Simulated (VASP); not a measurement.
Input:

```
FeNi3
1.0
    3.51475     0.00000     0.00000
    0.00000     3.51475     0.00000
    0.00000     0.00000     3.51475
Fe Ni
1 3
Direct
  0.00000   0.00000   0.00000
  0.00000   0.50000   0.50000
  0.50000   0.00000   0.50000
  0.50000   0.50000   0.00000
```
Starting moments (μB, in the order of the record's atoms Fe Ni Ni Ni): 2.8 0.6 0.6 0.6.

Computed with rev-vdW-DF2, VASP's PBE PAW potentials (set 64) (plane waves; VASP). Numerical set-up: 520 eV cut-off, 10×10×10 Γ-centred mesh, tetrahedra with Blöchl corrections, potentials Fe Ni.

Question: Estimate the cell moment, energy per atom (σ→0), band gap (on the k-mesh) with the smallest direct gap where there is one.

Answer: 
The band gap (on the k-mesh) is none (metal, semimetal or under 0.01 eV). The cell moment is 4.59 μB and the energy per atom (σ→0) comes out as -3982 meV/atom.

Question: Give the moment on each site (PAW-sphere projection).

Answer: 
```json
[
 {"site": "Fe1", "moment (μB)": "2.82"},
 {"site": "Ni2", "moment (μB)": "0.59"},
 {"site": "Ni3", "moment (μB)": "0.59"},
 {"site": "Ni4", "moment (μB)": "0.59"}
]
```

The absolute energy has meaning only against runs of the same code, potentials and settings.

The compound is Ni3Fe in the L1_2 structure. It was relaxed first.
